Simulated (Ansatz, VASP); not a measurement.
# Cu in two plane-wave programs, part 2 of 2

Aim: how closely do two programs agree when they are given the same cell, functional and k mesh? The structure shown is the end of the Ansatz relaxation below.

VASP 6.6.1 and Ansatz 0.2.0.

So far. Step 3 (VASP: single point, PBEsol, pair 1): The run ends at a pressure of -0.35 GPa.

## 6. VASP: single point, PBEsol, pair 2 (continued)

Level of this step: PBEsol; plane waves and PAW (Cu) (VASP).

Numbers of over 12 decimals in the logs are rounded to 6 here.

From OUTCAR (step 6):

```text
  Total       -0.2772664     -0.2772664      0.1089288      0.0000000      0.0000000      0.0000000
  in kB      -19.4147097    -19.4147097      7.6273969      0.0000000      0.0000000      0.0000000
  external PRESSURE =     -10.4006742 kB  Pullay stress =       0.0000000 kB

 POSITION                                       TOTAL-FORCE (eV/Angst)
 -----------------------------------------------------------------------------------
      0.00000      0.00000      0.00000        -0.000000     -0.000000     -0.000000
      1.28477      1.28477      1.73274         0.000000      0.000000      0.000000
 -----------------------------------------------------------------------------------
    total drift:                                0.000000      0.000000     -0.000000

  FREE ENERGIE OF THE ION-ELECTRON SYSTEM (eV)
  ---------------------------------------------------
  free  energy   TOTEN  =        -8.6127379363 eV

  energy  without entropy=       -8.6074730969  energy(sigma->0) =       -8.61010552

[... 1 part as in an earlier step ...]

[... 2 further parts left out ...]
[key lines of the parts left out:]
E-fermi :   7.7928
```

The run ends at a pressure of -1.04 GPa.

## 7. Differences

What differs besides the data sets and the points named for the pairs above, as far as they apply: the data sets hold 38 valence electrons in Ansatz (on its PAW soft_1 files) and 22 in VASP. Total energies have different zeros and are not compared.

Compared:

| quantity | Ansatz | VASP | difference |
| --- | --- | --- | --- |
| pressure (GPa) | -1.85 | -1.04 | -0.81 |

## 8. Ansatz: relaxation, PBEsol

This run makes the geometry at which the two programs are then compared. The cell compared in this pair holds 22.14 Å³, against 22.88 Å³ for the pair before.

The structure compared here is the end of the Ansatz relaxation.

File input.yaml:

```yaml
crystal:
  lattice:
    - [2.44358714, 0.0, 0.0]
    - [0.0, 2.44358714, 0.0]
    - [0.0, 0.0, 3.626760394]
  atoms:
    - { symbol: Cu, position: [0.0, 0.0, 0.0] }
    - { symbol: Cu, position: [0.5, 0.5, 0.5] }
kpoints:
  mp_grid: { grid: [17, 17, 12] }
scf:
  occupations: { method: fermi_dirac, width: 0.05 }
hamiltonian:
  xc: pbesol
  pseudopotentials: { kind: paw, azcp: { folder: soft_1 }, xc_functional: pbe }
basis:
  ecutwfc: 600
output:
  forces: true
  stress: true
relax:
  f_tol: 0.005
  max_steps: 70
  cell: { stress_tol: 0.02, p_target: 0, fix: [a, b, alpha, beta, gamma] }
```

Command:

```sh
ansatz run input.yaml --threads 4 --pin off --max-ram 10240MiB --backend cpu --events-out ev --progress --plain --runs-dir out
```

What it wrote:

```text
[...]
Crystal: 2 atoms, lattice volume = 21.656 Å³
Basis set: ecut = 600 eV, 691 PW (Γ), exchange–correlation on 40×40×60 points (8 copies of the dense FFT grid, shifted against one another)
Bands: 23, of which v1, the nominal top of the filled ones, is band 19 counted from 1 (18 counted from 0)
Symmetry: 32 space group operations
[...]
k-points: 315 of 3468
[...]
6.078836       0.000000       0.000000
       -0.000000       6.078836       0.000000
        0.000000       0.000000       0.006913
  P = ⅓ Tr σ = 4.0549 GPa (40.549 kbar)
--- Relaxed structure (4 steps of the walk, 4 accepted, 1 SCFs on fresh bases) ---
[...]
cell:  # Å, volume = 22.1438 Å³
    - [2.44358714, 0.0, 0.0]
    - [0.0, 2.44358714, 0.0]
    - [0.0, 0.0, 3.708483]
  atoms:
    - { symbol: Cu, position: [0.0, 0.0, 0.0] }
    - { symbol: Cu, position: [0.5, 0.5, 0.5] }
[key lines of the parts left out:]
SCF converged after 9 iterations
Free energy (F): -13177.545543 eV
Fermi energy:    17.570226 eV
```

## 9. VASP: single point, PBEsol, pair 3

The same cell, functional, mesh and smearing now go to VASP, with its own data sets.

File INCAR:

```
SYSTEM = Cu
PREC = Accurate
ENCUT = 600
EDIFF = 1E-06
NELM = 120
ISMEAR = -1
SIGMA = 0.05
LREAL = .FALSE.
ALGO = Normal
GGA = PS
NBANDS = 17
LASPH = .TRUE.
LORBIT = 11
LWAVE = .FALSE.
LCHARG = .FALSE.
ISIF = 2
GGA_COMPAT = .FALSE.
KPAR = 2
```

File POSCAR:

```
Cu
1.0
    2.4435871400      0.0000000000      0.0000000000
    0.0000000000      2.4435871400      0.0000000000
    0.0000000000      0.0000000000      3.7084832108
Cu
2
Direct
    0.0000000000      0.0000000000      0.0000000000
    0.5000000000      0.5000000000      0.5000000000
```

File KPOINTS:

```
Automatic mesh
0
Gamma
17 17 12
0 0 0
```

The projector-augmented-wave data sets are Cu (PBE family, release 64).

Command:

```sh
mpirun -np 2 vasp_std
```

What it wrote:

```text
[... set-up lines as in an earlier step ...]
 entering main loop
       N       E                     dE             d eps       ncg     rms          rms(c)
DAV:   1     0.124597842462E+03    0.12460E+03   -0.11788E+04 11662   0.264E+03
DAV:   2    -0.504645034402E+01   -0.12964E+03   -0.12382E+03 10719   0.312E+02
DAV:   3    -0.107427393938E+02   -0.56963E+01   -0.55239E+01 12295   0.925E+01
DAV:   4    -0.107995225809E+02   -0.56783E-01   -0.56742E-01 13040   0.951E+00
[...]
DAV:  10    -0.859531109039E+01   -0.36041E-04   -0.19924E-04 12270   0.160E-01    0.478E-03
DAV:  11    -0.859531375275E+01   -0.26624E-05   -0.20955E-06 12564   0.253E-02    0.261E-03
DAV:  12    -0.859531357887E+01    0.17388E-06   -0.10066E-06  7135   0.209E-02
   1 F= -.85953136E+01 E0= -.85930369E+01  d E =-.455329E-02
```

OUTCAR, selected parts (step 9):

```text
  Total        0.9486329      0.9486329      0.1202252      0.0000000      0.0000000     -0.0000000
  in kB       68.6367595     68.6367595      8.6986953      0.0000000      0.0000000     -0.0000000
  external PRESSURE =      48.6574048 kB  Pullay stress =       0.0000000 kB

 POSITION                                       TOTAL-FORCE (eV/Angst)
 -----------------------------------------------------------------------------------
      0.00000      0.00000      0.00000        -0.000000     -0.000000     -0.000000
      1.22179      1.22179      1.85424         0.000000      0.000000      0.000000
 -----------------------------------------------------------------------------------
    total drift:                               -0.000000      0.000000      0.000000

  FREE ENERGIE OF THE ION-ELECTRON SYSTEM (eV)
  ---------------------------------------------------
  free  energy   TOTEN  =        -8.5953135789 eV

  energy  without entropy=       -8.5907602929  energy(sigma->0) =       -8.59303694

[... 1 part as in an earlier step ...]

[... 2 further parts left out ...]
[key lines of the parts left out:]
E-fermi :   8.2278
```

The run ends at a pressure of 4.87 GPa.

## 10. Side by side

What differs besides the data sets and the points named for the pairs above, as far as they apply: the data sets hold 38 valence electrons in Ansatz (on its PAW soft_1 files) and 22 in VASP. Total energies have different zeros and are not compared.

Both answers:

| quantity | Ansatz | VASP | difference |
| --- | --- | --- | --- |
| pressure (GPa) | 4.05 | 4.87 | -0.81 |

## 11. Results

```
difference in pressure (single point, PBEsol, pair 1) : -0.79 GPa
difference in pressure (single point, PBEsol, pair 2) : -0.81 GPa
difference in pressure (single point, PBEsol, pair 3) : -0.81 GPa
```

The difference in pressure is -0.81 GPa (single point, PBEsol, pair 3), within the 1 GPa picked in this series as the mark of a large difference. The data sets hold unlike numbers of valence electrons (38 in Ansatz and 22 in VASP), so part of the differences comes from the potentials. 3 further runs of this series are not shown here. How closely two codes agree says nothing of how well the functional describes the real material.

[Lines on the potential files, build, host, timing and source positions are cut from VASP's logs without a mark.]

[Logs are printed without paths, hosts, clocks, repeated set-up lines and the standing remarks that a program may print on its own settings, such as how far it seeks lower states.]

[Hosts, paths, dates, database ids (printed as entryN), source tags and the programs' standing remarks are cut or masked in the printed files.]
